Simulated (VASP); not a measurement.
Consider the following.

```xyz
1
Lattice="-2.0970 2.0970 2.0970 2.0970 -2.0970 2.0970 2.0970 2.0970 -2.0970" Properties=species:S:1:pos:R:3 pbc="T T T"
Na     0.0000     0.0000     0.0000
```

These are PBE GGA, VASP's PBE PAW potentials (set 64) (plane waves; VASP) values and carry that method's errors. Settings: 520 eV cut-off, Gaussian smearing of 0.050 eV, potentials Na_pv.

Q: Predict the band gap (along the path) with the smallest direct gap where there is one.

A: 
- band gap (along the path): none (metal, semimetal or under 0.01 eV)

Total energies compare only between runs with the same potentials, cut-off and functional.

The compound is Na in the bcc structure. It was relaxed first.
